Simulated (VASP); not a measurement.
Calculation: r2SCAN meta-GGA, VASP's PBE PAW potentials (set 64) (plane waves; VASP).

VASP input:

File KPOINTS_OPT:
```
k-points along high-symmetry lines
6
Line-mode
Reciprocal
  0.000000   0.000000   0.000000 ! GAMMA
  0.500000   0.000000   0.000000 ! M

  0.500000   0.000000   0.000000 ! M
  0.333333   0.333333   0.000000 ! K

  0.333333   0.333333   0.000000 ! K
  0.000000   0.000000   0.000000 ! GAMMA

  0.000000   0.000000   0.000000 ! GAMMA
  0.000000   0.000000   0.500000 ! A

  0.000000   0.000000   0.500000 ! A
  0.500000   0.000000   0.500000 ! L

  0.500000   0.000000   0.500000 ! L
  0.333333   0.333333   0.500000 ! H

  0.333333   0.333333   0.500000 ! H
  0.000000   0.000000   0.500000 ! A

  0.500000   0.000000   0.500000 ! L
  0.500000   0.000000   0.000000 ! M

  0.333333   0.333333   0.500000 ! H
  0.333333   0.333333   0.000000 ! K
```

POSCAR:
```
WSe2
1.0
  3.3444116991  -0.0000000673   0.0000000000
 -1.6722054658   2.8963451690   0.0000000000
  0.0000000000   0.0000000000   6.7302073774
W Se
1 2
Cartesian
  0.0000000000   0.0000000000   0.0000000000
 -0.0000014164   1.9308977223   1.6661250281
  1.6722076497   0.9654473794   5.0640823493
```

KPOINTS:
```
K-points
0
gamma
 12 12 5
0 0 0
```

INCAR:
```
SYSTEM = WSe2
PREC = Accurate
ENCUT = 400
EDIFF = 1E-7
NELM = 100
ALGO = Normal
LREAL = .FALSE.
LASPH = .TRUE.
ISMEAR = -5
METAGGA = R2SCAN
LMIXTAU = .TRUE.
LMAXMIX = 6
LWAVE = .FALSE.
LCHARG = .FALSE.
LORBIT = 11
NEDOS = 601
ISIF = 2
LEFG = .TRUE.
```

POTCAR, in this order: W_sv Se (PBE.64 set). Program: vasp_std.

What VASP printed:

File OUTCAR:
```
 ion  position               nearest neighbor table
   1  0.000  0.000  0.000-   2 2.55   3 2.55   2 2.55   3 2.55   3 2.55   2 2.55
   2  0.333  0.667  0.248-   1 2.55   1 2.55   1 2.55
   3  0.667  0.333  0.752-   1 2.55   1 2.55   1 2.55
  LATTYP: Found a hexagonal cell.
 ALAT       =     3.3444116991
 C/A-ratio  =     2.0123740684
 Subroutine PRICEL returns:
 Original cell was already a primitive cell.
 Subroutine GETGRP returns: Found 12 space group operations
The static configuration has the point symmetry D_3d.
The dynamic configuration has the point symmetry D_3d.
 Subroutine INISYM returns: Found 12 space group operations
 Subroutine IBZKPT returns following result:
 Found     81 irreducible k-points:

 Following reciprocal coordinates:
            Coordinates               Weight
  0.000000  0.000000  0.000000      1.000000
  0.083333  0.000000  0.000000      6.000000
  0.166667  0.000000  0.000000      6.000000
  0.250000 -0.000000  0.000000      6.000000
  0.333333  0.000000  0.000000      6.000000
  0.416667  0.000000  0.000000      6.000000
  0.500000 -0.000000  0.000000      3.000000
...
```

OSZICAR:
```
       N       E                     dE             d eps       ncg     rms          rms(c)
DAV:   1     0.105757867815E+03    0.10576E+03   -0.11686E+04  2786   0.126E+03
DAV:   2    -0.804305398498E+02   -0.18619E+03   -0.18372E+03  3551   0.331E+02
DAV:   3    -0.877167393158E+02   -0.72862E+01   -0.72242E+01  3430   0.639E+01
DAV:   4    -0.878074930954E+02   -0.90754E-01   -0.89950E-01  3546   0.728E+00
DAV:   5    -0.878085547535E+02   -0.10617E-02   -0.10409E-02  3479   0.830E-01    0.213E+01
DAV:   6    -0.833405582706E+02    0.44680E+01   -0.83726E+00  3176   0.248E+01    0.628E+00
DAV:   7    -0.809108651819E+02    0.24297E+01   -0.32944E+00  3121   0.992E+00    0.383E+00
DAV:   8    -0.808072260092E+02    0.10364E+00   -0.60909E-01  3361   0.510E+00    0.132E+00
DAV:   9    -0.809228349149E+02   -0.11561E+00   -0.25751E-01  2968   0.322E+00    0.323E-01
DAV:  10    -0.809410651186E+02   -0.18230E-01   -0.49569E-02  2876   0.144E+00    0.158E-01
DAV:  11    -0.809416250948E+02   -0.55998E-03   -0.76018E-03  2828   0.670E-01    0.118E-01
DAV:  12    -0.809437178919E+02   -0.20928E-02   -0.13360E-03  2929   0.250E-01    0.362E-02
DAV:  13    -0.809439634786E+02   -0.24559E-03   -0.54543E-04  2915   0.192E-01    0.299E-02
DAV:  14    -0.809441539416E+02   -0.19046E-03   -0.11200E-04  3013   0.880E-02    0.118E-02
DAV:  15    -0.809441762373E+02   -0.22296E-04   -0.16566E-05  3007   0.370E-02    0.445E-03
DAV:  16    -0.809441805654E+02   -0.43281E-05   -0.23327E-06  2978   0.145E-02    0.441E-03
DAV:  17    -0.809441801233E+02    0.44215E-06   -0.41524E-07  2831   0.555E-03    0.316E-03
DAV:  18    -0.809441787830E+02    0.13403E-05   -0.15131E-06  2760   0.110E-02    0.419E-04
DAV:  19    -0.809441780282E+02    0.75481E-06   -0.95403E-08  1385   0.260E-03    0.607E-04
DAV:  20    -0.809441783209E+02   -0.29270E-06   -0.16764E-08  1383   0.119E-03    0.334E-04
DAV:  21    -0.809441782247E+02    0.96128E-07   -0.10798E-08  1383   0.997E-04
   1 F= -.80944178E+02 E0= -.80944178E+02  d E =0.000000E+00
       N       E                     dE             ncg
```

OUTCAR:
```
------------------------ aborting loop because EDIFF is reached ----------------------------------------
  FORCE on cell =-STRESS in cart. coord.  units (eV):
  Direction    XX          YY          ZZ          XY          YZ          ZX
  --------------------------------------------------------------------------------------
  Total       -0.1057962     -0.1057962      0.0045404     -0.0000000     -0.0000000      0.0000000
  in kB       -2.6000522     -2.6000515      0.1115855     -0.0000003     -0.0000000      0.0000000
  external PRESSURE =      -1.6961727 kB  Pullay stress =       0.0000000 kB
  volume of cell :       65.19
      direct lattice vectors                 reciprocal lattice vectors
     3.344411699 -0.000000067  0.000000000     0.299006253  0.172631320  0.000000000
    -1.672205466  2.896345169  0.000000000     0.000000007  0.345262720  0.000000000
     0.000000000  0.000000000  6.730207377     0.000000000  0.000000000  0.148583832
 POSITION                                       TOTAL-FORCE (eV/Angst)
 -----------------------------------------------------------------------------------
      0.00000      0.00000      0.00000         0.000000      0.000000      0.000000
     -0.00000      1.93090      1.66613        -0.000000     -0.000000     -0.005249
      1.67221      0.96545      5.06408         0.000000      0.000000      0.005249
 -----------------------------------------------------------------------------------
    total drift:                                0.000000     -0.000000      0.000000
  FREE ENERGIE OF THE ION-ELECTRON SYSTEM (eV)
  ---------------------------------------------------
  free  energy   TOTEN  =       -80.9441782247 eV

  energy  without entropy=      -80.9441782247  energy(sigma->0) =      -80.94417822

 total charge

# of ion       s       p       d       tot
------------------------------------------
    1        2.303   6.269   3.321  11.894
    2        1.476   2.373   0.071   3.920
    3        1.476   2.373   0.071   3.920
--------------------------------------------------
tot          5.255  11.015   3.464  19.733

 Electric field gradients after diagonalization (V/A^2)
 (convention: |V_zz| > |V_xx| > |V_yy|)
----------------------------------------------------------------------
 ion       V_xx      V_yy      V_zz     asymmetry (V_yy - V_xx)/ V_zz
----------------------------------------------------------------------
   1      89.929    89.917  -179.846       0.000
   2      37.934    37.933   -75.867       0.000
   3      37.934    37.933   -75.867       0.000
```
(Selected blocks of OUTCAR.)

For a metal the tetrahedron method with Blöchl corrections gives inexact stress and forces.

The structure was generated: WSe2 was put into the CdI2 type (P-3m1), which need not be its known phase. It was relaxed first, which changed the volume by -14 %.
